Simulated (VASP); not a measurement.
Computed with PBE GGA, VASP's PBE PAW potentials (set 64) (plane waves; VASP).

The input files of a VASP run:

### INCAR
```
LWAVE = .FALSE.
ISMEAR = -5
LREAL = .FALSE.   # projection in real space or not
SYSTEM = ZnSiP2
EDIFF = 1E-6
GGA = PE   # PBE
LMAXMIX = 4   # l cut-off of mixed one-centre charges
ALGO = Normal
NELM = 100
ISIF = 2   # forces and stress, cell fixed
LASPH = .TRUE.   # aspherical one-centre terms
ENCUT = 300   # plane-wave cut-off (eV)
PREC = Accurate
LCHARG = .FALSE.
```

**POSCAR**
```
ZnSiP2
1
   -2.7294300000     2.7294300000     5.2768980000
    2.7294300000    -2.7294300000     5.2768980000
    2.7294300000     2.7294300000    -5.2768980000
Zn Si P
2 2 4
Direct
  0.0000000000   0.0000000000   0.0000000000
  0.7500000000   0.2500000000   0.5000000000
  0.5000000000   0.5000000000   0.0000000000
  0.2500000000   0.7500000000   0.5000000000
  0.8750000000   0.8560000000   0.4810000000
  0.1440000000   0.6250000000   0.0190000000
  0.3750000000   0.3940000000   0.5190000000
  0.6060000000   0.1250000000   0.9810000000
```

### KPOINTS
```
Automatic mesh
0
Gamma
7 7 7
0 0 0
```

POTCAR, in this order: Zn Si P (PBE.64 set). Program: vasp_std.

At this cut-off the stress carries a Pulay error, which pulls relaxed volumes low.

Task: What does the run give for the energy per atom (σ→0), pressure, band gap (on the k-mesh)?

Result: 
| Item | Value |
|---|---|
| energy per atom (σ→0) | -4647 meV/atom |
| band gap (on the k-mesh) | 1.37 eV |
| pressure | -1.42 GPa |

**OSZICAR**
```
...
DAV:   9    -0.371760614803E+02    0.19802E-02   -0.30005E-02  3442   0.208E+00    0.206E-01
DAV:  10    -0.371759337624E+02    0.12772E-03   -0.28295E-03  3543   0.830E-01    0.137E-01
DAV:  11    -0.371762092216E+02   -0.27546E-03   -0.89637E-04  2949   0.161E-01    0.582E-02
DAV:  12    -0.371762390240E+02   -0.29802E-04   -0.35330E-05  2987   0.404E-02    0.269E-02
DAV:  13    -0.371762533147E+02   -0.14291E-04   -0.50412E-05  3699   0.744E-02    0.814E-03
DAV:  14    -0.371762527831E+02    0.53156E-06   -0.12027E-05  3310   0.492E-02    0.473E-03
DAV:  15    -0.371762533748E+02   -0.59172E-06   -0.21827E-06  2142   0.941E-03
   1 F= -.37176253E+02 E0= -.37176253E+02  d E =0.000000E+00
```

The structure is a typed ZnSiP2 crystal. The cell was not relaxed at this level. The run is one of a series of settings (ISMEAR = -5, SIGMA removed against the base run), some of them coarse on purpose.
